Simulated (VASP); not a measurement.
# CsKICl (P4/mmm) in VASP: single point with LDA

Aim: the single point of CsKICl with LDA.

All numbers are computed with VASP 6.6.1; they aren't measurements. Logs are shortened: lines on timing, memory, paths and dates and some standing lists are left out, and cuts for length are marked.

**1. The crystal as given**

Symmetry: P4/mmm, No. 123, tetragonal system. Conventional cell: a = 4.991 Å, b = 4.991 Å, c = 7.509 Å, α = 90.00°, β = 90.00°, γ = 90.00°. K (site symmetry 4/mmm) has 4 I at 3.53 Å and 2 Cl at 3.75 Å as nearest neighbours. Cs (site symmetry 4/mmm) is surrounded by 4 Cl at 3.53 Å and 2 I at 3.75 Å. I (site symmetry 4/mmm) has 4 K at 3.53 Å and 2 Cs at 3.75 Å as nearest neighbours. Around Cl (site symmetry 4/mmm) lie 4 Cs at 3.53 Å and 2 K at 3.75 Å.

The cell comes from a database or a generator and needn't be the stable form of this composition.

**2. Single point, LDA**

Contents of INCAR:

```
SYSTEM = CsKICl
PREC = Accurate
ENCUT = 520
EDIFF = 1E-6
ISMEAR = 0
SIGMA = 0.01
LREAL = .FALSE.
LASPH = .TRUE.
NELM = 100
ALGO = Normal
ISIF = 2
LWAVE = .FALSE.
LCHARG = .FALSE.
NBANDS = 24
```

Contents of KPOINTS:

```
Automatic mesh
0
G
  4 4 3
  0 0 0
```

Contents of POSCAR:

```
CsKICl
1.0
    4.9911130000      0.0000000000      0.0000000000
    0.0000000000      4.9911130000      0.0000000000
    0.0000000000      0.0000000000      7.5094190000
K Cs I Cl
1 1 1 1
Direct
    0.0000000000      0.0000000000      0.0000000000
    0.5000000000      0.5000000000      0.5000000000
    0.5000000000      0.5000000000      0.0000000000
    0.0000000000      0.0000000000      0.5000000000
```

Potentials or basis: VASP PAW LDA potentials, release 64 (K_sv, Cs_sv, I, Cl).

Launch:

```bash
$ cat potpaw_LDA.64/K_sv/POTCAR potpaw_LDA.64/Cs_sv/POTCAR potpaw_LDA.64/I/POTCAR potpaw_LDA.64/Cl/POTCAR > POTCAR
$ mpirun -np 1 vasp_std > vasp.out
```

OUTCAR:

```text
SYSTEM = CsKICl
   PREC = Accurate
   ENCUT = 520
   EDIFF = 1E-6
   ISMEAR = 0
   LREAL = .FALSE.
   LASPH = .TRUE.
   NELM = 100
   ISIF = 2

 ion  position               nearest neighbor table
   1  0.000  0.000  0.000-   3 3.53   3 3.53   3 3.53   3 3.53
   2  0.500  0.500  0.500-
   3  0.500  0.500  0.000-   1 3.53   1 3.53   1 3.53   1 3.53
   4  0.000  0.000  0.500-

  LATTYP: Found a simple tetragonal cell.
 ALAT       =     4.9911130000
 C/A-ratio  =     1.5045580014

  Lattice vectors:

 A1 = (   4.9911130000,   0.0000000000,   0.0000000000)
 A2 = (   0.0000000000,   4.9911130000,   0.0000000000)
 A3 = (   0.0000000000,   0.0000000000,   7.5094190000)

Analysis of symmetry for initial positions (statically):
=====================================================================
 Subroutine PRICEL returns:
 Original cell was already a primitive cell.

 Routine SETGRP: Setting up the symmetry group for a
 simple tetragonal supercell.

 Subroutine GETGRP returns: Found 16 space group operations
 (whereof 16 operations were pure point group operations)
 out of a pool of 16 trial point group operations.

The static configuration has the point symmetry D_4h.

Analysis of symmetry for dynamics (positions and initial velocities):
=====================================================================
 Subroutine PRICEL returns:
 Original cell was already a primitive cell.

 Routine SETGRP: Setting up the symmetry group for a
 simple tetragonal supercell.

 Subroutine GETGRP returns: Found 16 space group operations
 (whereof 16 operations were pure point group operations)
 out of a pool of 16 trial point group operations.

The dynamic configuration has the point symmetry D_4h.

 Subroutine INISYM returns: Found 16 space group operations
 (whereof 16 operations are pure point group operations),
 and found     1 'primitive' translations

----------------------------------------------------------------------------------------

                                     Primitive cell

  volume of cell :     187.0687

  direct lattice vectors                    reciprocal lattice vectors
     4.991113000  0.000000000  0.000000000     0.200356113  0.000000000  0.000000000
[... 73 lines left out ...]
   LSORBIT =      F    spin-orbit coupling
   LASPH  =      T    aspherical Exc in radial PAW
   ENCUT  =  520.0 eV  38.22 Ry    6.18 a.u.   9.28  9.28 13.96*2*pi/ulx,y,z
   NELM   =    100;   NELMIN=  2; NELMDL= -5     # of ELM steps
   EDIFF  = 0.1E-05   stopping-criterion for ELM
   LREAL  =      F    real-space projection
   EDIFFG = 0.1E-04   stopping-criterion for IOM
   NSW    =      0    number of steps for IOM
   IBRION =     -1    ionic relax: 0-MD 1-quasi-New 2-CG
   NFREE  =      0    steps in history (QN), initial steepest desc. (CG)
   ISIF   =      2    stress and relaxation
   ISYM   =      2    0-nonsym 1-usesym 2-fastsym
   POTIM  = 0.5000    time-step for ionic-motion
   TEBEG  =    0.0;   TEEND  =   0.0 temperature during run
   PSTRESS=    0.0 pullay stress
   NELECT =      32.0000    total number of electrons
   NUPDOWN=      -1.0000    fix difference up-down
   EMIN   =  10.00;   EMAX   =-10.00  energy-range for DOS
   EFERMI =   0.00;   METHOD = LEGACY
   ISMEAR =     0;   SIGMA  =   0.01  broadening in eV -4-tet -1-fermi 0-gaus
   EFERMI_NEDOS =   21; number of points for ismear=-14 and -15
   IALGO  =     38    algorithm
   IMIX   =      4    mixing-type and parameters
     AMIX     =   0.40;   BMIX     =  1.00
     AMIX_MAG =   1.60;   BMIX_MAG =  1.00
  volume/ion in A,a.u.               =      46.77       315.60
  Fermi-wavevector in a.u.,A,eV,Ry     =   0.908778  1.717341 11.236743  0.825877
  Thomas-Fermi vector in A             =   2.032744
   LORBIT       =      0    0 simple, 1 ext, 2 COOP (PROOUT), +10 PAW based schemes
   GGA     = CA    functional components
   LHFCALC =     F    Hartree Fock is set to
   AEXX    =    0.0000 exact exchange contribution
   IVDW    =     0    specifies the selected vdW correction
   LEPSILON=     F    determine dielectric tensor
   LRPA    =     F    only Hartree local field effects (RPA)
 non-spin polarized calculation
 Gauss-broadening in eV      SIGMA  =   0.01
  energy-cutoff  :      520.00
  volume of cell :      187.07
 maximum number of plane-waves:      5046
 NGX is ok and might be reduce to    40
   NGX = 19   NGY = 19   NGZ = 27

 number of electron      31.9999996 magnetization

 Free energy of the ion-electron system (eV)
  ---------------------------------------------------
  ext. energy  EPLUGINS =         0.00000000
  ---------------------------------------------------
  free energy    TOTEN  =       -13.08937169 eV

  energy without entropy =      -13.08937169  energy(sigma->0) =      -13.08937169

 E-fermi :  -1.2663     XC(G=0):  -7.3350

 val. band max:       -1.3905606301   @ k =   0.5000   0.5000   0.0000
 cond. band min:       2.3372496828   @ k =   0.0000   0.0000   0.0000
 fundamental gap:      3.7278103129
 Fermi energy:        -1.2662641337

 k-point     1 :       0.0000    0.0000    0.0000
  band No.  band energies     occupation
      1     -29.6431      2.00000
      2     -20.6636      2.00000
      3     -13.3673      2.00000
      4     -13.3673      2.00000
      5     -13.3548      2.00000
      6     -13.3416      2.00000
[... 313 lines left out ...]
     23       6.5982      0.00000
     24       7.0089      0.00000

------------------------ aborting loop because EDIFF is reached ----------------------------------------

  FORCE on cell =-STRESS in cart. coord.  units (eV):
  Direction    XX          YY          ZZ          XY          YZ          ZX
  --------------------------------------------------------------------------------------
  -------------------------------------------------------------------------------------
  Total       -2.0292643     -2.0292643     -1.6834342      0.0000000     -0.0000000      0.0000000
  in kB      -17.3799313    -17.3799313    -14.4180187      0.0000000     -0.0000000      0.0000000
  external PRESSURE =     -16.3926271 kB  Pullay stress =       0.0000000 kB

 VOLUME and BASIS-vectors are now :
 -----------------------------------------------------------------------------
  energy-cutoff  :      520.00
  volume of cell :      187.07
      direct lattice vectors                 reciprocal lattice vectors
     4.991113000  0.000000000  0.000000000     0.200356113  0.000000000  0.000000000
     0.000000000  4.991113000  0.000000000     0.000000000  0.200356113  0.000000000
     0.000000000  0.000000000  7.509419000     0.000000000  0.000000000  0.133166094

 POSITION                                       TOTAL-FORCE (eV/Angst)
 -----------------------------------------------------------------------------------
      0.00000      0.00000      0.00000         0.000000      0.000000      0.000000
      2.49556      2.49556      3.75471         0.000000      0.000000      0.000000
      2.49556      2.49556      0.00000         0.000000      0.000000      0.000000
      0.00000      0.00000      3.75471         0.000000      0.000000      0.000000
 -----------------------------------------------------------------------------------
    total drift:                                0.000000     -0.000000     -0.000000

  FREE ENERGIE OF THE ION-ELECTRON SYSTEM (eV)
  ---------------------------------------------------
  free  energy   TOTEN  =       -13.0893716876 eV

  energy  without entropy=      -13.0893716876  energy(sigma->0) =      -13.08937169
```

OSZICAR:

```text
N       E                     dE             d eps       ncg     rms          rms(c)
DAV:   1     0.221712660438E+03    0.22171E+03   -0.12553E+04   576   0.110E+03
DAV:   2     0.671000163337E+01   -0.21500E+03   -0.20357E+03   824   0.236E+02
DAV:   3    -0.130587619237E+02   -0.19769E+02   -0.19691E+02   760   0.678E+01
DAV:   4    -0.137126370452E+02   -0.65388E+00   -0.65327E+00   920   0.126E+01
DAV:   5    -0.137242723870E+02   -0.11635E-01   -0.11635E-01   856   0.151E+00    0.361E+00
DAV:   6    -0.131812201326E+02    0.54305E+00   -0.89855E-01   728   0.349E+00    0.262E+00
DAV:   7    -0.131005115905E+02    0.80709E-01   -0.24009E-01   816   0.186E+00    0.156E+00
DAV:   8    -0.130909392648E+02    0.95723E-02   -0.34794E-02   856   0.882E-01    0.222E-01
DAV:   9    -0.130900338670E+02    0.90540E-03   -0.35109E-03   848   0.329E-01    0.151E-01
DAV:  10    -0.130895114798E+02    0.52239E-03   -0.17907E-03   832   0.233E-01    0.506E-02
DAV:  11    -0.130893932764E+02    0.11820E-03   -0.39599E-04   768   0.105E-01    0.459E-02
DAV:  12    -0.130893764142E+02    0.16862E-04   -0.58821E-05   856   0.361E-02    0.153E-02
DAV:  13    -0.130893713498E+02    0.50644E-05   -0.10806E-05   856   0.241E-02    0.112E-02
DAV:  14    -0.130893716876E+02   -0.33776E-06   -0.63862E-06   728   0.116E-02
   1 F= -.13089372E+02 E0= -.13089372E+02  d E =-.940461E-71
```

Wall time 59 s (1 thread of Intel Xeon Platinum 8488C (Sapphire Rapids), shared host); peak memory 0.26 GiB.

What came out:

| Property | Result |
| --- | --- |
| Free energy | -13.0894 eV |
| Pressure | -1.6 GPa |
| Band gap on the k mesh | 3.73 eV, indirect (least direct gap 3.79 eV) |

Caveat: spin-orbit coupling is left out, which moves the levels of the heavy elements; an odd mesh through Γ misses points on the zone boundary, where band edges often lie.
